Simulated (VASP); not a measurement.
## Input and output of a VASP PBE single-point calculation on Mg2C (strained antifluorite)

INCAR

```
LASPH = .TRUE.
NELM = 120
LCHARG = .FALSE.
PREC = Accurate
SIGMA = 0.02
NBANDS = 11
LREAL = .FALSE.
IBRION = -1
LWAVE = .FALSE.
GGA = PE
ENCUT = 520
EDIFF = 1E-7
NSW = 0
ISMEAR = -1
ISIF = 2
```

KPOINTS

```
KPOINTS created by Atomic Simulation Environment
0
Gamma
8 8 8
0 0 0
```

KPOINTS_OPT

```
special points
7
Reciprocal
0.0000000000 0.0000000000 0.0000000000 1
0.5000000000 0.0000000000 0.5000000000 1
0.6250000000 0.2500000000 0.6250000000 1
0.3750000000 0.3750000000 0.7500000000 1
0.5000000000 0.5000000000 0.5000000000 1
0.5000000000 0.2500000000 0.7500000000 1
0.0375000000 0.0375000000 0.0750000000 1
```

POSCAR

```
C  Mg
 1.0000000000000000
    -0.0903647536000000    2.6205778546000000    2.6205778546000000
     2.6205778546000000   -0.0903647536000000    2.6205778546000000
     2.6205778546000000    2.6205778546000000   -0.0903647536000000
 C   Mg
   1   2
Cartesian
 -0.0000000000000000 -0.0000000000000000  0.0000000000000000
  1.2894277508253227  1.2894277508253227  1.2894277508253227
  3.8613632047746780  3.8613632047746780  3.8613632047746780
```

VASP ran with the recommended PBE PAW datasets (8 valence electrons in the cell).

OSZICAR

```
N       E                     dE             d eps       ncg     rms          rms(c)
DAV:   1     0.878836994675E+01    0.87884E+01   -0.32870E+03  1430   0.606E+02
DAV:   2    -0.123628579322E+02   -0.21151E+02   -0.19416E+02  1900   0.859E+01
DAV:   3    -0.138558824976E+02   -0.14930E+01   -0.14887E+01  1699   0.209E+01
DAV:   4    -0.138660982267E+02   -0.10216E-01   -0.10215E-01  1649   0.216E+00
DAV:   5    -0.138661537378E+02   -0.55511E-04   -0.55511E-04  1697   0.160E-01    0.722E+00
DAV:   6    -0.114305009208E+02    0.24357E+01   -0.14298E+01  1650   0.142E+01    0.212E+00
DAV:   7    -0.114159039276E+02    0.14597E-01   -0.18339E-01  1568   0.269E+00    0.146E+00
DAV:   8    -0.113970698476E+02    0.18834E-01   -0.48687E-02  1520   0.172E+00    0.599E-01
DAV:   9    -0.113945869898E+02    0.24829E-02   -0.38095E-03  1688   0.327E-01    0.323E-01
DAV:  10    -0.113941454353E+02    0.44155E-03   -0.23286E-03  1589   0.236E-01    0.268E-02
DAV:  11    -0.113941429444E+02    0.24910E-05   -0.39976E-05  1676   0.347E-02    0.916E-03
DAV:  12    -0.113941434115E+02   -0.46706E-06   -0.10649E-06  1616   0.791E-03    0.452E-03
DAV:  13    -0.113941432616E+02    0.14985E-06   -0.11366E-06  1604   0.481E-03    0.121E-03
DAV:  14    -0.113941432743E+02   -0.12696E-07   -0.17738E-08   859   0.935E-04
   1 F= -.11394143E+02 E0= -.11394143E+02  d E =-.342421E-08
       N       E                     dE             ncg
DAV:   1     0.588978642407E+03   -0.15401E+04      154
DAV:   2     0.468232573955E+03   -0.12075E+03      210
DAV:   3     0.460305171859E+03   -0.79274E+01      187
DAV:   4     0.460252386521E+03   -0.52785E-01      181
DAV:   5     0.460251991379E+03   -0.39514E-03      189
DAV:   6     0.460251988756E+03   -0.26224E-05      181
DAV:   7     0.460251988725E+03   -0.31076E-07      203
```

From OUTCAR

```
k-points           NKPTS =     65   k-points in BZ     NKDIM =     65   number of bands    NBANDS=     11

   NELECT =       8.0000    total number of electrons

   dimension x,y,z NGX =    28 NGY =   28 NGZ =   28
   dimension x,y,z NGXF=    56 NGYF=   56 NGZF=   56

  energy-cutoff  :      520.00
  volume of cell :       37.85
      direct lattice vectors                 reciprocal lattice vectors
    -0.090364754  2.620577855  2.620577855    -0.181201944  0.187673442  0.187673442
     2.620577855 -0.090364754  2.620577855     0.187673442 -0.181201944  0.187673442
     2.620577855  2.620577855 -0.090364754     0.187673442  0.187673442 -0.181201944

 k-points in reciprocal lattice and weights: KPOINTS created by Atomic Simulation Env
   0.00000000  0.00000000  0.00000000       0.002
   0.12500000  0.00000000 -0.00000000       0.012
   0.25000000  0.00000000 -0.00000000       0.012
   0.37500000  0.00000000  0.00000000       0.012
   0.50000000  0.00000000 -0.00000000       0.006
   0.12500000  0.12500000 -0.00000000       0.012
   0.25000000  0.12500000  0.00000000       0.023
   0.37500000  0.12500000 -0.00000000       0.023
   ...

 E-fermi :   4.4816

 k-point     1 :       0.0000    0.0000    0.0000
  band No.  band energies     occupation
      1      -6.8430      2.00000
      2       3.9807      2.00000
      3       3.9807      2.00000
      4       4.2112      2.00000
      5       5.8247      0.00000
      6      10.6682      0.00000
      7      10.6682      0.00000
      8      11.7886      0.00000
      9      13.9790      0.00000
     10      13.9790      0.00000
     11      15.0395      0.00000

 k-point     2 :       0.1250    0.0000   -0.0000
  band No.  band energies     occupation
      1      -6.6737      2.00000
      2       2.8542      2.00000
      3       3.9234      2.00000
      4       4.1147      2.00000
      5       6.7220      0.00000
      6      10.6492      0.00000
      7      10.8674      0.00000
      8      11.8147      0.00000
      9      12.8563      0.00000
     10      13.1533      0.00000
     11      14.7336      0.00000

 k-point     3 :       0.2500    0.0000   -0.0000
  band No.  band energies     occupation
      1      -6.2028      2.00000
      2       1.1663      2.00000
      3       3.7995      2.00000
      4       3.9511      2.00000
      5       7.5913      0.00000
      6      10.5407      0.00000
      7      10.6688      0.00000
      8      11.1932      0.00000
      9      12.8459      0.00000
     10      13.6968      0.00000
     11      14.5577      0.00000

 k-point     4 :       0.3750    0.0000    0.0000
  band No.  band energies     occupation
      1      -5.5868      2.00000
      2      -0.2563      2.00000
      3       3.6925      2.00000
      4       3.8082      2.00000
      5       7.8993      0.00000
      6      10.0495      0.00000
      7      10.3132      0.00000
      8      10.5439      0.00000
      9      14.2549      0.00000
     10      15.0898      0.00000
     11      15.4356      0.00000

 k-point     5 :       0.5000    0.0000   -0.0000
  band No.  band energies     occupation
      1      -5.2501      2.00000
      2      -0.8716      2.00000
      3       3.6523      2.00000
      4       3.7536      2.00000
      5       7.9551      0.00000
      6       9.8046      0.00000
      7      10.1852      0.00000
      8      10.3001      0.00000
      9      15.5133      0.00000
     10      15.8750      0.00000
     11      16.5771      0.00000

 k-point     6 :       0.1250    0.1250   -0.0000
  band No.  band energies     occupation
      1      -6.6113      2.00000
      2       2.9490      2.00000
      3       3.6569      2.00000
      4       3.8719      2.00000
      5       6.9691      0.00000
      6      10.4062      0.00000
      7      11.1898      0.00000
      8      11.5284      0.00000
      9      11.9461      0.00000
     10      14.2824      0.00000
     11      15.6170      0.00000

 k-point     7 :       0.2500    0.1250    0.0000
  band No.  band energies     occupation
      1      -6.2351      2.00000
      2       1.6604      2.00000
      3       3.5196      2.00000
      4       3.6640      2.00000
      5       7.6316      0.00000
      6      10.1542      0.00000
      7      10.3868      0.00000
      8      11.8215      0.00000
      9      12.1694      0.00000
     10      14.4961      0.00000
     11      15.5482      0.00000

 k-point     8 :       0.3750    0.1250   -0.0000
  band No.  band energies     occupation
      1      -5.6546      2.00000
      2       0.2412      2.00000
      3       3.2965      2.00000
      4       3.5163      2.00000
      5       7.9923      0.00000
      6       9.4504      0.00000
      7      10.7068      0.00000
      8      11.2433      0.00000
      9      13.0680      0.00000
     10      15.6405      0.00000
     11      15.9522      0.00000

 k-point     9 :       0.5000    0.1250   -0.0000
  band No.  band energies     occupation
      1      -5.1899      2.00000
      2      -0.6307      2.00000
      3       3.0100      2.00000
      4       3.5358      2.00000
      5       8.2611      0.00000
      6       8.9858      0.00000
      7      10.6809      0.00000
      8      11.2626      0.00000
      9      14.1845      0.00000
     10      16.1984      0.00000
     11      16.6874      0.00000

 k-point    10 :      -0.3750    0.1250    0.0000
  band No.  band energies     occupation
      1      -5.3176      2.00000
      2      -0.4091      2.00000
      3       2.8438      2.00000
      4       3.7048      2.00000
      5       8.6585      0.00000
      6       8.8356      0.00000
      7      10.5916      0.00000
      8      11.2958      0.00000
      9      14.4865      0.00000
     10      15.4802      0.00000
     11      16.2419      0.00000

 k-point    11 :      -0.2500    0.1250    0.0000
  band No.  band energies     occupation
      1      -5.8830      2.00000
      2       0.7074      2.00000
      3       2.9250      2.00000
      4       3.9366      2.00000
      5       8.3338      0.00000
      6       9.7223      0.00000
      7      10.8808      0.00000
      8      10.9628      0.00000
      9      12.9480      0.00000
     10      14.8995      0.00000
     11      15.6943      0.00000

 k-point    12 :      -0.1250    0.1250    0.0000
  band No.  band energies     occupation
      1      -6.4087      2.00000
      2       2.0069      2.00000
      3       3.3607      2.00000
      4       4.1007      2.00000
      5       7.5748      0.00000
      6      10.5774      0.00000
      7      10.7563      0.00000
      8      11.7422      0.00000
      9      11.9398      0.00000
     10      13.6966      0.00000
     11      16.0999      0.00000

 k-point    13 :       0.2500    0.2500   -0.0000
  band No.  band energies     occupation
      1      -5.9696      2.00000
      2       1.5592      2.00000
      3       3.0227      2.00000
      4       3.3122      2.00000
      5       7.0104      0.00000
      6       9.5608      0.00000
      7      10.8009      0.00000
      8      12.2751      0.00000
      9      12.6858      0.00000
     10      15.2190      0.00000
     11      17.3813      0.00000

 k-point    14 :       0.3750    0.2500   -0.0000
  band No.  band energies     occupation
      1      -5.4852      2.00000
      2       0.6929      2.00000
      3       2.6090      2.00000
      4       3.1233      2.00000
      5       6.6343      0.00000
      6       9.5069      0.00000
      7      11.0406      0.00000
      8      12.5618      0.00000
      9      13.0859      0.00000
     10      16.1845      0.00000
     11      17.6828      0.00000

 k-point    15 :       0.5000    0.2500    0.0000
  band No.  band energies     occupation
      1      -5.0176      2.00000
      2      -0.0409      2.00000
      3       1.9448      2.00000
      4       3.1401      2.00000
      5       6.8696      0.00000
      6      10.0014      0.00000
      7      11.2492      0.00000
      8      12.0184      0.00000
      9      13.4263      0.00000
     10      16.4118      0.00000
     11      18.3425      0.00000

 k-point    16 :      -0.3750    0.2500    0.0000
  band No.  band energies     occupation
      1      -4.9649      2.00000
      2      -0.0933      2.00000
      3       1.5114      2.00000
      4       3.3552      2.00000
      5       7.4748      0.00000
      6       9.9913      0.00000
      7      11.4907      0.00000
      8      11.9086      0.00000
      9      13.5945      0.00000
     10      14.8370      0.00000
     11      18.2832      0.00000

 ...

  Total        1.8310677      1.8310677      1.8310677      0.6122483      0.6122483      0.6122483
  in kB       77.4997715     77.4997715     77.4997715     25.9133537     25.9133537     25.9133537
  external PRESSURE =      77.4997715 kB  Pullay stress =       0.0000000 kB

 POSITION                                       TOTAL-FORCE (eV/Angst)
 -----------------------------------------------------------------------------------
      0.00000      0.00000      0.00000        -0.000000     -0.000000     -0.000000
      1.28943      1.28943      1.28943         0.011959      0.011959      0.011959
      3.86136      3.86136      3.86136        -0.011959     -0.011959     -0.011959
 -----------------------------------------------------------------------------------
    total drift:                                0.000000     -0.000000     -0.000000

  FREE ENERGIE OF THE ION-ELECTRON SYSTEM (eV)
  ---------------------------------------------------
  free  energy   TOTEN  =       -11.3941432743 eV

  energy  without entropy=      -11.3941432709  energy(sigma->0) =      -11.39414327
```

```yaml
gap_between_bands_v_and_c: 0.56 eV
least_direct_gap: 1.61 eV
pressure: 7.7 GPa
largest_force: 0.02 eV/Å
```

Band v is the last that the valence electrons fill when counted band by band, and c is the next.
